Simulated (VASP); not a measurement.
These are r2SCAN meta-GGA, VASP's PBE PAW potentials (set 64) (plane waves; VASP 6.6.1) values and carry that method's errors.

A VASP calculation is set up with these files.

**POSCAR**
```
MoS2
1
    5.8286480041     0.0000000000    -0.0000000000
   -0.0000000000     5.8286480041     0.0000000000
    0.0000000000    -0.0000000000     5.8286480041
Mo S
4 8
Direct
  0.0000000000   0.0000000000   0.0000000000
  0.5000000000   0.5000000000   0.0000000000
  0.0000000000   0.5000000000   0.5000000000
  0.5000000000   0.0000000000   0.5000000000
  0.3662320415   0.3662320415   0.3662320415
  0.8662320415   0.1337679585   0.6337679585
  0.6337679585   0.8662320415   0.1337679585
  0.1337679585   0.6337679585   0.8662320415
  0.6337679585   0.6337679585   0.6337679585
  0.1337679585   0.8662320415   0.3662320415
  0.3662320415   0.1337679585   0.8662320415
  0.8662320415   0.3662320415   0.1337679585
```

### INCAR
```
SYSTEM = MoS2
PREC = Accurate
ENCUT = 400
EDIFF = 1E-6
NELM = 100
ALGO = Normal
LREAL = .FALSE.
LASPH = .TRUE.
ISMEAR = 1
SIGMA = 0.1
METAGGA = R2SCAN
LMIXTAU = .TRUE.
LMAXMIX = 4
LWAVE = .FALSE.
LCHARG = .FALSE.
IBRION = 2
ISIF = 3
NSW = 60
EDIFFG = -0.02
```

### KPOINTS
```
Automatic mesh
0
Gamma
5 5 5
0 0 0
```

POTCAR, in this order: Mo_sv S (PBE.64 set). Program: vasp_std.

Output

**OUTCAR**
```
 ion  position               nearest neighbor table
   1  0.000  0.000  0.000-   7 2.40   8 2.40  11 2.40  12 2.40   6 2.40  10 2.40
   2  0.500  0.500  0.000-   7 2.40   8 2.40  11 2.40  12 2.40   5 2.40   9 2.40
   3  0.000  0.500  0.500-   5 2.40   6 2.40   9 2.40  10 2.40   8 2.40  12 2.40
   4  0.500  0.000  0.500-   5 2.40   6 2.40   9 2.40  10 2.40   7 2.40  11 2.40
   5  0.366  0.366  0.366-   3 2.40   4 2.40   2 2.40   9 2.70
   6  0.866  0.134  0.634-   3 2.40   4 2.40   1 2.40  10 2.70
   7  0.634  0.866  0.134-   1 2.40   2 2.40   4 2.40  11 2.70
   8  0.134  0.634  0.866-   1 2.40   2 2.40   3 2.40  12 2.70
   9  0.634  0.634  0.634-   3 2.40   4 2.40   2 2.40   5 2.70
  10  0.134  0.866  0.366-   3 2.40   4 2.40   1 2.40   6 2.70
  11  0.366  0.134  0.866-   1 2.40   2 2.40   4 2.40   7 2.70
  12  0.866  0.366  0.134-   1 2.40   2 2.40   3 2.40   8 2.70
  LATTYP: Found a simple cubic cell.
 ALAT       =     5.8286480041
 Subroutine PRICEL returns:
 Original cell was already a primitive cell.
 Subroutine GETGRP returns: Found 24 space group operations
The static configuration has the point symmetry S_6 .
 The point group associated with its full space group is T_h .
The dynamic configuration has the point symmetry S_6 .
 Subroutine INISYM returns: Found 24 space group operations
 Subroutine IBZKPT returns following result:
 Found     11 irreducible k-points:

 Following reciprocal coordinates:
            Coordinates               Weight
  0.000000  0.000000  0.000000      1.000000
  0.200000  0.000000  0.000000      6.000000
  0.400000  0.000000  0.000000      6.000000
  0.200000  0.200000  0.000000     12.000000
  0.400000  0.200000  0.000000     12.000000
 -0.200000  0.400000  0.000000     12.000000
  0.400000  0.400000  0.000000     12.000000
  0.200000  0.200000  0.200000      8.000000
  0.400000  0.200000  0.200000     24.000000
  0.400000  0.400000  0.200000     24.000000
  0.400000  0.400000  0.400000      8.000000
   k-points           NKPTS =     11   k-points in BZ     NKDIM =     11   number of bands    NBANDS=     62
   number of dos      NEDOS =    301   number of ions     NIONS =     12
...
```

File OSZICAR:
```
...
DAV:  19    -0.172295824081E+03   -0.15303E-05   -0.15774E-06   862   0.632E-03    0.134E-03
DAV:  20    -0.172295824275E+03   -0.19343E-06   -0.38514E-07   856   0.332E-03
   1 F= -.17229582E+03 E0= -.17229452E+03  d E =-.172296E+03
       N       E                     dE             d eps       ncg     rms          rms(c)
DAV:   1    -0.177323698724E+03   -0.50279E+01   -0.12982E+02  1370   0.646E+01    0.188E+01
DAV:   2    -0.174638865972E+03    0.26848E+01   -0.39614E+01  1370   0.279E+01    0.924E+00
DAV:   3    -0.172326895177E+03    0.23120E+01   -0.56479E+00  1404   0.823E+00    0.410E+00
DAV:   4    -0.172227783585E+03    0.99112E-01   -0.11202E+00  1384   0.397E+00    0.170E+00
DAV:   5    -0.172206227138E+03    0.21556E-01   -0.24812E-01  1532   0.207E+00    0.112E+00
DAV:   6    -0.172187576262E+03    0.18651E-01   -0.17763E-01  1470   0.170E+00    0.440E-01
DAV:   7    -0.172216320252E+03   -0.28744E-01   -0.91150E-02  1468   0.136E+00    0.291E-01
DAV:   8    -0.172231965274E+03   -0.15645E-01   -0.10718E-02  1492   0.434E-01    0.123E-01
DAV:   9    -0.172232939459E+03   -0.97419E-03   -0.19855E-03  1598   0.199E-01    0.336E-02
DAV:  10    -0.172232999910E+03   -0.60451E-04   -0.21086E-04  1490   0.680E-02    0.248E-02
DAV:  11    -0.172232999941E+03   -0.31214E-07   -0.84821E-06  1562   0.106E-02
   2 F= -.17223300E+03 E0= -.17223098E+03  d E =0.628243E-01
       N       E                     dE             d eps       ncg     rms          rms(c)
DAV:   1    -0.173901301740E+03   -0.16683E+01   -0.40726E+01  1370   0.357E+01    0.122E+01
DAV:   2    -0.172751756137E+03    0.11495E+01   -0.72221E+00  1370   0.127E+01    0.384E+00
DAV:   3    -0.172439693626E+03    0.31206E+00   -0.12463E+00  1378   0.353E+00    0.182E+00
DAV:   4    -0.172387603452E+03    0.52090E-01   -0.28773E-01  1370   0.266E+00    0.862E-01
DAV:   5    -0.172387046581E+03    0.55687E-03   -0.13821E-02  1478   0.574E-01    0.689E-01
DAV:   6    -0.172376755150E+03    0.10291E-01   -0.34290E-02  1430   0.755E-01    0.205E-01
DAV:   7    -0.172387048710E+03   -0.10294E-01   -0.26429E-02  1412   0.748E-01    0.947E-02
DAV:   8    -0.172390716717E+03   -0.36680E-02   -0.28105E-03  1472   0.232E-01    0.583E-02
DAV:   9    -0.172390723550E+03   -0.68337E-05   -0.43262E-05  1708   0.268E-02    0.357E-02
DAV:  10    -0.172390732123E+03   -0.85732E-05   -0.30656E-05  1578   0.251E-02    0.703E-03
DAV:  11    -0.172390739483E+03   -0.73592E-05   -0.76758E-06  1296   0.157E-02    0.406E-03
DAV:  12    -0.172390738596E+03    0.88635E-06   -0.99181E-07   862   0.536E-03
   3 F= -.17239074E+03 E0= -.17238907E+03  d E =-.949143E-01
       N       E                     dE             d eps       ncg     rms          rms(c)
DAV:   1    -0.172391089889E+03   -0.35041E-03   -0.95148E-03  1394   0.551E-01    0.179E-01
DAV:   2    -0.172390832555E+03    0.25733E-03   -0.19667E-03  1400   0.207E-01    0.631E-02
DAV:   3    -0.172390735862E+03    0.96693E-04   -0.30959E-04  1464   0.596E-02    0.286E-02
DAV:   4    -0.172390727482E+03    0.83798E-05   -0.65602E-05  1466   0.390E-02    0.121E-02
DAV:   5    -0.172390730553E+03   -0.30704E-05   -0.34684E-06  1236   0.877E-03    0.974E-03
DAV:   6    -0.172390728735E+03    0.18173E-05   -0.12701E-05  1290   0.151E-02    0.420E-03
DAV:   7    -0.172390735487E+03   -0.67518E-05   -0.93383E-06  1380   0.139E-02    0.107E-03
DAV:   8    -0.172390736006E+03   -0.51838E-06   -0.41689E-07   856   0.293E-03
   4 F= -.17239074E+03 E0= -.17238907E+03  d E =-.949117E-01
       N       E                     dE             d eps       ncg     rms          rms(c)
DAV:   1    -0.172397823822E+03   -0.70883E-02   -0.55911E-01  1364   0.226E+00    0.436E-01
DAV:   2    -0.172401421093E+03   -0.35973E-02   -0.29442E-02  1586   0.556E-01    0.186E-01
DAV:   3    -0.172401416269E+03    0.48241E-05   -0.51016E-04  1698   0.919E-02    0.140E-01
DAV:   4    -0.172401267240E+03    0.14903E-03   -0.57709E-04  1644   0.910E-02    0.243E-02
DAV:   5    -0.172401367963E+03   -0.10072E-03   -0.16427E-04  1454   0.595E-02    0.107E-02
DAV:   6    -0.172401365025E+03    0.29379E-05   -0.56083E-05  1460   0.335E-02    0.156E-02
DAV:   7    -0.172401378842E+03   -0.13816E-04   -0.37049E-06  1274   0.850E-03    0.104E-02
DAV:   8    -0.172401384508E+03   -0.56665E-05   -0.11151E-05  1298   0.138E-02    0.231E-03
DAV:   9    -0.172401384934E+03   -0.42557E-06   -0.75351E-07   820   0.433E-03
   5 F= -.17240138E+03 E0= -.17239974E+03  d E =-.106489E-01
       N       E                     dE             d eps       ncg     rms          rms(c)
DAV:   1    -0.172390230749E+03    0.11154E-01   -0.50241E+00  1380   0.677E+00    0.138E+00
DAV:   2    -0.172422572239E+03   -0.32341E-01   -0.26280E-01  1578   0.168E+00    0.612E-01
DAV:   3    -0.172422480250E+03    0.91989E-04   -0.45716E-03  1722   0.265E-01    0.464E-01
DAV:   4    -0.172421403271E+03    0.10770E-02   -0.44986E-03  1614   0.271E-01    0.111E-01
DAV:   5    -0.172422153846E+03   -0.75057E-03   -0.65458E-04  1542   0.113E-01    0.446E-02
DAV:   6    -0.172422174423E+03   -0.20576E-04   -0.10948E-04  1562   0.417E-02    0.237E-02
DAV:   7    -0.172422154467E+03    0.19956E-04   -0.74483E-05  1478   0.374E-02    0.154E-02
DAV:   8    -0.172422180493E+03   -0.26025E-04   -0.46564E-05  1278   0.284E-02    0.802E-03
DAV:   9    -0.172422182351E+03   -0.18581E-05   -0.20852E-06  1034   0.574E-03    0.479E-03
DAV:  10    -0.172422183546E+03   -0.11952E-05   -0.12844E-06   824   0.513E-03    0.206E-03
DAV:  11    -0.172422183789E+03   -0.24298E-06   -0.54384E-07   790   0.329E-03
   6 F= -.17242218E+03 E0= -.17242047E+03  d E =-.314478E-01
       N       E                     dE             d eps       ncg     rms          rms(c)
DAV:   1    -0.172288422245E+03    0.13376E+00   -0.20035E+01  1380   0.135E+01    0.313E+00
DAV:   2    -0.172417941411E+03   -0.12952E+00   -0.10489E+00  1552   0.339E+00    0.144E+00
DAV:   3    -0.172417066431E+03    0.87498E-03   -0.21743E-02  1746   0.534E-01    0.106E+00
DAV:   4    -0.172415780971E+03    0.12855E-02   -0.65284E-03  1592   0.334E-01    0.648E-01
DAV:   5    -0.172415514161E+03    0.26681E-03   -0.46294E-03  1586   0.227E-01    0.109E-01
DAV:   6    -0.172415559182E+03   -0.45021E-04   -0.52550E-04  1502   0.913E-02    0.506E-02
DAV:   7    -0.172415600825E+03   -0.41643E-04   -0.64703E-05  1582   0.368E-02    0.325E-02
DAV:   8    -0.172415598108E+03    0.27166E-05   -0.34057E-05  1424   0.242E-02    0.165E-02
DAV:   9    -0.172415590984E+03    0.71245E-05   -0.38241E-05  1466   0.280E-02    0.737E-03
DAV:  10    -0.172415605249E+03   -0.14266E-04   -0.14465E-05  1384   0.174E-02    0.376E-03
DAV:  11    -0.172415605244E+03    0.52587E-08   -0.11217E-06   804   0.485E-03
   7 F= -.17241561E+03 E0= -.17241338E+03  d E =-.248692E-01
       N       E                     dE             d eps       ncg     rms          rms(c)
DAV:   1    -0.172385049988E+03    0.30555E-01   -0.72179E+00  1396   0.808E+00    0.153E+00
DAV:   2    -0.172427579554E+03   -0.42530E-01   -0.36813E-01  1562   0.200E+00    0.584E-01
DAV:   3    -0.172427449831E+03    0.12972E-03   -0.63571E-03  1722   0.320E-01    0.445E-01
DAV:   4    -0.172425472665E+03    0.19772E-02   -0.72014E-03  1604   0.314E-01    0.110E-01
DAV:   5    -0.172426953861E+03   -0.14812E-02   -0.18331E-03  1448   0.194E-01    0.637E-02
DAV:   6    -0.172426588709E+03    0.36515E-03   -0.66622E-04  1460   0.114E-01    0.426E-02
DAV:   7    -0.172427032232E+03   -0.44352E-03   -0.13795E-04  1448   0.514E-02    0.181E-02
DAV:   8    -0.172427088822E+03   -0.56590E-04   -0.59793E-05  1350   0.325E-02    0.106E-02
DAV:   9    -0.172427086087E+03    0.27357E-05   -0.10295E-05  1272   0.137E-02    0.385E-03
DAV:  10    -0.172427091189E+03   -0.51024E-05   -0.40479E-06  1234   0.896E-03    0.169E-03
DAV:  11    -0.172427090916E+03    0.27253E-06   -0.27882E-07   790   0.252E-03
   8 F= -.17242709E+03 E0= -.17242521E+03  d E =-.363549E-01
```

OUTCAR:
```
------------------------ aborting loop because EDIFF is reached ----------------------------------------
  FORCE on cell =-STRESS in cart. coord.  units (eV):
  Direction    XX          YY          ZZ          XY          YZ          ZX
  --------------------------------------------------------------------------------------
  Total        0.1133835      0.1133835      0.1133835     -0.0000000     -0.0000000     -0.0000000
  in kB        0.8858331      0.8858331      0.8858331     -0.0000000     -0.0000000     -0.0000000
  external PRESSURE =       0.8858331 kB  Pullay stress =       0.0000000 kB
  volume of cell :      205.07
      direct lattice vectors                 reciprocal lattice vectors
     5.897068880  0.000000000 -0.000000000     0.169575771 -0.000000000  0.000000000
     0.000000000  5.897068880 -0.000000000    -0.000000000  0.169575771 -0.000000000
    -0.000000000 -0.000000000  5.897068880     0.000000000  0.000000000  0.169575771
 POSITION                                       TOTAL-FORCE (eV/Angst)
 -----------------------------------------------------------------------------------
      0.00000      0.00000      0.00000        -0.000000      0.000000     -0.000000
      2.94853      2.94853     -0.00000        -0.000000      0.000000     -0.000000
      0.00000      2.94853      2.94853        -0.000000      0.000000     -0.000000
      2.94853      0.00000      2.94853        -0.000000      0.000000     -0.000000
      2.12894      2.12894      2.12894         0.001707      0.001707      0.001707
      5.07747      0.81960      3.76813         0.001707     -0.001707     -0.001707
      3.76813      5.07747      0.81960        -0.001707      0.001707     -0.001707
      0.81960      3.76813      5.07747        -0.001707     -0.001707      0.001707
      3.76813      3.76813      3.76813        -0.001707     -0.001707     -0.001707
      0.81960      5.07747      2.12894        -0.001707      0.001707      0.001707
      2.12894      0.81960      5.07747         0.001707     -0.001707      0.001707
      5.07747      2.12894      0.81960         0.001707      0.001707     -0.001707
 -----------------------------------------------------------------------------------
    total drift:                                0.000000      0.000000     -0.000000
  FREE ENERGIE OF THE ION-ELECTRON SYSTEM (eV)
  ---------------------------------------------------
  free  energy   TOTEN  =      -172.4270909165 eV

  energy  without entropy=     -172.4214573237  energy(sigma->0) =     -172.42521305

 reached required accuracy - stopping structural energy minimisation
```
(Selected blocks of OUTCAR.)

**CONTCAR**
```
MoS2
   1.00000000000000
     5.8970688803010960    0.0000000000000000   -0.0000000000000000
     0.0000000000000000    5.8970688803010960   -0.0000000000000000
    -0.0000000000000000   -0.0000000000000000    5.8970688803010960
  Mo              S
     4     8
Direct
     0.0000000000000000    0.0000000000000000    0.0000000000000000
     0.5000000000000000    0.5000000000000000    0.0000000000000000
     0.0000000000000000    0.5000000000000000    0.5000000000000000
     0.5000000000000000    0.0000000000000000    0.5000000000000000
     0.3610161521600126    0.3610161521600126    0.3610161521600126
     0.8610161521600126    0.1389838478399873    0.6389838478399874
     0.6389838478399874    0.8610161521600126    0.1389838478399873
     0.1389838478399873    0.6389838478399874    0.8610161521600126
     0.6389838478399874    0.6389838478399874    0.6389838478399874
     0.1389838478399873    0.8610161521600126    0.3610161521600126
     0.3610161521600126    0.1389838478399873    0.8610161521600126
     0.8610161521600126    0.3610161521600126    0.1389838478399873
```

Energy and stress use the plane-wave basis of the starting cell.

The structure was generated: MoS2 was put into the pyrite type (Pa-3), which need not be its known phase. This run relaxes it. Symmetry was kept, so distortions that lower it aren't found. The start is the result of an earlier pass.
